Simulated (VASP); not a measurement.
Method: PBE GGA, VASP's PBE PAW potentials (set 64) (plane waves; VASP).

VASP ran on this input.

**KPOINTS**
```
Automatic
0
G
3 3 4
```

POSCAR:
```
CrB
1
    5.0116590000     0.0000000000     0.0000000000
   -2.5058300000     4.3402240000     0.0000000000
    0.0000000000     0.0000000000     4.0439790000
Cr B
3 3
Direct
  0.5000000000   0.0000000000   0.0000000000
  0.5000000000   0.5000000000   0.0000000000
  0.0000000000   0.5000000000   0.0000000000
  0.0000000000   0.0000000000   0.0000000000
  0.3333330000   0.6666670000   0.5000000000
  0.6666670000   0.3333330000   0.5000000000
```

INCAR:
```
! general
SYSTEM  = CrB
PREC    = Accurate
ENCUT   = 400
LREAL   = F
LASPH   = T

! electronic loop
EDIFF   = 1E-6
NELM    = 100
ALGO    = Normal
LMAXMIX = 4

! smearing
ISMEAR  = -1
SIGMA   = 0.1

! functional
GGA     = PE

! spin
ISPIN   = 2
MAGMOM  = 3.0 3.0 3.0 0.0 0.0 0.0

! ions
ISIF    = 2

! output
LWAVE   = F
LCHARG  = F
LORBIT  = 11
```

POTCAR, in this order: Cr_pv B (PBE.64 set). Program: vasp_std.

Output

File OUTCAR:
```
 ion  position               nearest neighbor table
   1  0.500  0.000  0.000-   5 2.49   6 2.49   5 2.49   6 2.49   3 2.51   3 2.51   4 2.51   4 2.51
                             2 2.51   2 2.51
   2  0.500  0.500  0.000-   5 2.49   6 2.49   5 2.49   6 2.49   4 2.51   4 2.51   3 2.51   3 2.51
                             1 2.51   1 2.51
   3  0.000  0.500  0.000-   5 2.49   6 2.49   5 2.49   6 2.49   1 2.51   1 2.51   2 2.51   2 2.51
                             4 2.51   4 2.51
   4  0.000  0.000  0.000-   2 2.51   2 2.51   1 2.51   1 2.51   3 2.51   3 2.51
   5  0.333  0.667  0.500-   3 2.49   3 2.49   1 2.49   1 2.49   2 2.49   2 2.49
   6  0.667  0.333  0.500-   3 2.49   3 2.49   1 2.49   1 2.49   2 2.49   2 2.49
  LATTYP: Found a hexagonal cell.
 ALAT       =     5.0116590000
 C/A-ratio  =     0.8069142374
 Subroutine PRICEL returns:
 Original cell was already a primitive cell.
 Subroutine GETGRP returns: Found 24 space group operations
The static configuration has the point symmetry D_6h.
The dynamic configuration has the point symmetry D_6h.
The overall configuration has the point symmetry D_6h.
 Subroutine INISYM returns: Found 24 space group operations
 Subroutine IBZKPT returns following result:
 Found      9 irreducible k-points:

 Following reciprocal coordinates:
            Coordinates               Weight
...
```

File OSZICAR:
```
       N       E                     dE             d eps       ncg     rms          rms(c)
DAV:   1     0.412656651463E+03    0.41266E+03   -0.22253E+04  1240   0.124E+03
DAV:   2    -0.225694234107E+02   -0.43523E+03   -0.41819E+03  1200   0.397E+02
DAV:   3    -0.484913654095E+02   -0.25922E+02   -0.24926E+02  1528   0.100E+02
DAV:   4    -0.490846532693E+02   -0.59329E+00   -0.58737E+00  1408   0.143E+01
DAV:   5    -0.491040608794E+02   -0.19408E-01   -0.19131E-01  1544   0.236E+00    0.331E+01
DAV:   6    -0.596193625004E+02   -0.10515E+02   -0.26064E+02  1536   0.912E+01    0.378E+01
DAV:   7    -0.425322981637E+02    0.17087E+02   -0.83683E+01  1512   0.635E+01    0.741E+00
DAV:   8    -0.426915679687E+02   -0.15927E+00   -0.38176E+00  1304   0.933E+00    0.472E+00
DAV:   9    -0.426093248092E+02    0.82243E-01   -0.71433E-01  1432   0.536E+00    0.244E+00
DAV:  10    -0.426171110761E+02   -0.77863E-02   -0.93072E-02  1520   0.144E+00    0.104E+00
DAV:  11    -0.426213829706E+02   -0.42719E-02   -0.18007E-02  1496   0.597E-01    0.450E-01
DAV:  12    -0.426222833429E+02   -0.90037E-03   -0.35203E-03  1464   0.317E-01    0.165E-01
DAV:  13    -0.426225860897E+02   -0.30275E-03   -0.63241E-04  1456   0.124E-01    0.454E-02
DAV:  14    -0.426226319434E+02   -0.45854E-04   -0.75920E-05  1376   0.448E-02    0.244E-02
DAV:  15    -0.426226430218E+02   -0.11078E-04   -0.16851E-05  1136   0.199E-02    0.892E-03
DAV:  16    -0.426226474123E+02   -0.43905E-05   -0.64416E-06  1176   0.105E-02    0.549E-03
DAV:  17    -0.426226481793E+02   -0.76705E-06   -0.11580E-06   944   0.512E-03
   1 F= -.42622648E+02 E0= -.42543838E+02  d E =-.157620E+00  mag=    -0.0000
```

OUTCAR:
```
------------------------ aborting loop because EDIFF is reached ----------------------------------------
  FORCE on cell =-STRESS in cart. coord.  units (eV):
  Direction    XX          YY          ZZ          XY          YZ          ZX
  --------------------------------------------------------------------------------------
  Total      -18.5076333    -18.5076332    -21.5655801      0.0000021      0.0000000      0.0000000
  in kB     -337.1001295   -337.1001281   -392.7979196      0.0000388      0.0000000      0.0000000
  external PRESSURE =    -355.6660591 kB  Pullay stress =       0.0000000 kB
  volume of cell :       87.96
      direct lattice vectors                 reciprocal lattice vectors
     5.011659000  0.000000000  0.000000000     0.199534725  0.115201450  0.000000000
    -2.505830000  4.340224000  0.000000000     0.000000000  0.230402855  0.000000000
     0.000000000  0.000000000  4.043979000     0.000000000  0.000000000  0.247281205
 POSITION                                       TOTAL-FORCE (eV/Angst)
 -----------------------------------------------------------------------------------
      2.50583      0.00000      0.00000         0.000000      0.000000      0.000000
      1.25291      2.17011      0.00000         0.000000      0.000000      0.000000
     -1.25292      2.17011      0.00000         0.000000      0.000000      0.000000
      0.00000      0.00000      0.00000         0.000000      0.000000      0.000000
     -0.00000      2.89348      2.02199        -0.000000      0.000000     -0.000000
      2.50583      1.44674      2.02199         0.000000     -0.000000      0.000000
 -----------------------------------------------------------------------------------
    total drift:                                0.000000      0.000000     -0.000000
  FREE ENERGIE OF THE ION-ELECTRON SYSTEM (eV)
  ---------------------------------------------------
  free  energy   TOTEN  =       -42.6226481793 eV

  energy  without entropy=      -42.4650280475  energy(sigma->0) =      -42.54383811

 total charge

# of ion       s       p       d       tot
------------------------------------------
    1        0.338   6.290   4.058  10.686
    2        0.338   6.290   4.058  10.686
    3        0.338   6.290   4.058  10.686
    4        0.712   0.761   0.000   1.473
    5        0.696   0.778   0.000   1.475
    6        0.696   0.778   0.000   1.475
--------------------------------------------------
tot          3.117  21.189  12.173  36.480

 magnetization (x)

# of ion       s       p       d       tot
------------------------------------------
    1        0.000  -0.000  -0.000  -0.000
    2        0.000  -0.000  -0.000  -0.000
    3        0.000  -0.000  -0.000  -0.000
    4        0.000   0.000   0.000   0.000
    5        0.000   0.000   0.000   0.000
    6        0.000   0.000   0.000   0.000
--------------------------------------------------
tot          0.000   0.000  -0.000  -0.000
```
(Selected blocks of OUTCAR.)

At this cut-off the stress carries a Pulay error, which pulls relaxed volumes low. The moments were started parallel, and other spin orders were not tried in this run.

The structure was generated: CrB was put into an ordered model structure, which need not be its known phase. The cell was not relaxed at this level. The k-mesh is coarse (spacing up to 0.48 per Å, 2π included), so the numbers may not be converged in it.
